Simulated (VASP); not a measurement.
Calculation: PBEsol GGA, VASP's PBE PAW potentials (set 64) (plane waves; VASP).

VASP ran on this input.

### POSCAR
```
TiAl
1
    2.8300000000     0.0000000000     0.0000000000
    0.0000000000     2.8300000000     0.0000000000
    0.0000000000     0.0000000000     4.0700000000
Ti Al
1 1
Direct
  0.0000000000   0.0000000000   0.0000000000
  0.5000000000   0.5000000000   0.5000000000
```

### KPOINTS
```
Automatic mesh
0
G
12 12 8
0 0 0
```

INCAR:
```
# general
SYSTEM  = TiAl
PREC    = Accurate
ENCUT   = 520   # plane-wave cut-off (eV)
LREAL   = .FALSE.
LASPH   = .TRUE.   # aspherical one-centre terms

# electronic loop
EDIFF   = 1E-6
NELM    = 100
ALGO    = Normal   # blocked Davidson
LMAXMIX = 4   # l cut-off of mixed one-centre charges

# smearing
ISMEAR  = 1   # Methfessel-Paxton
SIGMA   = 0.1

# functional
GGA     = PS

# ions
IBRION  = 2   # conjugate gradients
NSW     = 60
ISIF    = 3   # ions, shape and volume
EDIFFG  = -0.01

# output
LWAVE   = .FALSE.
LCHARG  = .FALSE.
```

POTCAR, in this order: Ti_sv Al (PBE.64 set). Program: vasp_std.

The resulting files:

OSZICAR:
```
       N       E                     dE             d eps       ncg     rms          rms(c)
DAV:   1     0.887420667049E+02    0.88742E+02   -0.74374E+03  3080   0.137E+03
DAV:   2    -0.928702273493E+01   -0.98029E+02   -0.95513E+02  3113   0.334E+02
DAV:   3    -0.147688875421E+02   -0.54819E+01   -0.52728E+01  4930   0.780E+01
DAV:   4    -0.149503671403E+02   -0.18148E+00   -0.17986E+00  3879   0.119E+01
DAV:   5    -0.149580723622E+02   -0.77052E-02   -0.76974E-02  4431   0.228E+00    0.997E+00
DAV:   6    -0.134091016489E+02    0.15490E+01   -0.13078E+01  3861   0.396E+01    0.335E+00
DAV:   7    -0.132600402598E+02    0.14906E+00   -0.12323E+00  3571   0.118E+01    0.188E+00
DAV:   8    -0.132412901017E+02    0.18750E-01   -0.15896E-01  3558   0.445E+00    0.508E-01
DAV:   9    -0.132396920849E+02    0.15980E-02   -0.28377E-02  3733   0.227E+00    0.232E-01
DAV:  10    -0.132397134238E+02   -0.21339E-04   -0.17916E-03  3886   0.485E-01    0.590E-02
DAV:  11    -0.132397048461E+02    0.85776E-05   -0.47021E-04  4202   0.237E-01    0.449E-02
DAV:  12    -0.132397081320E+02   -0.32859E-05   -0.29732E-05  3615   0.594E-02    0.116E-02
DAV:  13    -0.132397075664E+02    0.56567E-06   -0.12067E-06  2585   0.111E-02
   1 F= -.13239708E+02 E0= -.13239900E+02  d E =-.132397E+02
       N       E                     dE             d eps       ncg     rms          rms(c)
DAV:   1    -0.138829620494E+02   -0.64325E+00   -0.13074E+01  3414   0.553E+01    0.688E+00
DAV:   2    -0.132912330745E+02    0.59173E+00   -0.41612E+00  3633   0.263E+01    0.159E+00
DAV:   3    -0.132312566555E+02    0.59976E-01   -0.38113E-01  3510   0.619E+00    0.635E-01
DAV:   4    -0.132343615238E+02   -0.31049E-02   -0.94025E-02  3542   0.261E+00    0.409E-01
DAV:   5    -0.132403810239E+02   -0.60195E-02   -0.89976E-03  4048   0.870E-01    0.217E-01
DAV:   6    -0.132453118555E+02   -0.49308E-02   -0.10703E-02  4771   0.559E-01    0.120E-01
DAV:   7    -0.132458067751E+02   -0.49492E-03   -0.71698E-04  3693   0.235E-01    0.128E-02
DAV:   8    -0.132458276040E+02   -0.20829E-04   -0.13065E-04  4307   0.736E-02    0.281E-02
DAV:   9    -0.132458569789E+02   -0.29375E-04   -0.62846E-05  3610   0.740E-02    0.641E-03
DAV:  10    -0.132458574079E+02   -0.42897E-06   -0.85134E-06  3689   0.222E-02
   2 F= -.13245857E+02 E0= -.13246057E+02  d E =-.614984E-02
       N       E                     dE             d eps       ncg     rms          rms(c)
DAV:   1    -0.133683411526E+02   -0.12248E+00   -0.22607E+00  3485   0.236E+01    0.310E+00
DAV:   2    -0.132696596409E+02    0.98682E-01   -0.10349E+00  3771   0.124E+01    0.808E-01
DAV:   3    -0.132484633253E+02    0.21196E-01   -0.11559E-01  3630   0.346E+00    0.206E-01
DAV:   4    -0.132495654890E+02   -0.11022E-02   -0.13225E-02  3630   0.830E-01    0.141E-01
DAV:   5    -0.132512452732E+02   -0.16798E-02   -0.27449E-03  4300   0.400E-01    0.116E-01
DAV:   6    -0.132517728688E+02   -0.52760E-03   -0.14418E-03  4501   0.271E-01    0.307E-02
DAV:   7    -0.132518128172E+02   -0.39948E-04   -0.11542E-04  4064   0.874E-02    0.610E-03
DAV:   8    -0.132518160066E+02   -0.31894E-05   -0.11010E-05  3968   0.292E-02    0.531E-03
DAV:   9    -0.132518162114E+02   -0.20481E-06   -0.41754E-06  3496   0.180E-02
   3 F= -.13251816E+02 E0= -.13252024E+02  d E =-.121086E-01
```

### OUTCAR
```
------------------------ aborting loop because EDIFF is reached ----------------------------------------
  FORCE on cell =-STRESS in cart. coord.  units (eV):
  Direction    XX          YY          ZZ          XY          YZ          ZX
  --------------------------------------------------------------------------------------
  Total       -0.0072906     -0.0072906     -0.0017982      0.0000000     -0.0000000      0.0000000
  in kB       -0.3700485     -0.3700485     -0.0912701      0.0000000     -0.0000000      0.0000000
  external PRESSURE =      -0.2771224 kB  Pullay stress =       0.0000000 kB
  volume of cell :       31.57
      direct lattice vectors                 reciprocal lattice vectors
     2.799688283  0.000000000  0.000000000     0.357182621  0.000000000  0.000000000
     0.000000000  2.799688283  0.000000000     0.000000000  0.357182621  0.000000000
     0.000000000 -0.000000000  4.027128615     0.000000000 -0.000000000  0.248315883
 POSITION                                       TOTAL-FORCE (eV/Angst)
 -----------------------------------------------------------------------------------
      0.00000      0.00000      0.00000         0.000000      0.000000      0.000000
      1.39984      1.39984      2.01356         0.000000     -0.000000      0.000000
 -----------------------------------------------------------------------------------
    total drift:                               -0.000000      0.000000      0.000000
  FREE ENERGIE OF THE ION-ELECTRON SYSTEM (eV)
  ---------------------------------------------------
  free  energy   TOTEN  =       -13.2518162114 eV

  energy  without entropy=      -13.2524390511  energy(sigma->0) =      -13.25202382

 reached required accuracy - stopping structural energy minimisation
```
(Selected blocks of OUTCAR.)

CONTCAR:
```
TiAl
   1.00000000000000
     2.7996882827682597    0.0000000000000000    0.0000000000000000
     0.0000000000000000    2.7996882827682597    0.0000000000000000
     0.0000000000000000   -0.0000000000000000    4.0271286154147932
  Ti              Al
     1     1
Direct
     0.0000000000000000    0.0000000000000000    0.0000000000000000
     0.5000000000000000    0.5000000000000000    0.5000000000000000
```

OUTCAR:
```
 val. band max:        8.4798186917   @ k =   0.0000   0.0000   0.1250

 cond. band min:       8.5195704269   @ k =   0.3333   0.2500   0.1250


 Fermi energy:         8.4854868489

 k-point     1 :       0.0000    0.0000    0.0000
  band No.  band energies     occupation
      1     -47.8339      2.00000
      2     -24.3381      2.00000
      3     -23.8673      2.00000
      4     -23.8673      2.00000
      5      -0.6320      2.00000
      6       6.5772      2.00000
      7       7.6353      2.00000
      8       8.2204      2.00115
      9      10.7254      0.00000
     10      10.7254      0.00000
     11      11.8929      0.00000

 k-point     2 :       0.0833    0.0000    0.0000
  band No.  band energies     occupation
      1     -47.8295      2.00000
      2     -24.3338      2.00000
      3     -23.9033      2.00000
      4     -23.8642      2.00000
      5      -0.4924      2.00000
      6       6.6911      2.00000
      7       7.6890      2.00000
      8       8.0871      2.00000
      9      10.7493      0.00000
     10      10.8865      0.00000
     11      11.7530      0.00000

 k-point     3 :       0.1667    0.0000    0.0000
  band No.  band energies     occupation
      1     -47.8176      2.00000
      2     -24.3221      2.00000
      3     -24.0010      2.00000
      4     -23.8557      2.00000
      5      -0.0792      2.00000
      6       6.9909      2.00000
      7       7.7669      2.00000
      8       7.7817      2.00000
      9      10.8155      0.00000
     10      11.3093      0.00000
     11      11.4032      0.00000

 k-point     4 :       0.2500    0.0000    0.0000
  band No.  band energies     occupation
      1     -47.8013      2.00000
      2     -24.3061      2.00000
      3     -24.1326      2.00000
      4     -23.8442      2.00000
      5       0.5933      2.00000
      6       7.3127      2.00000
      7       7.3929      2.00000
      8       7.6735      2.00000
      9      10.9078      0.00000
...
```

Energy and stress use the plane-wave basis of the starting cell.

The compound is TiAl in the L1_0 structure. This run relaxes it. Symmetry was kept, so distortions that lower it aren't found. The electron count is odd and the run is not spin-polarised, which forces a metal.
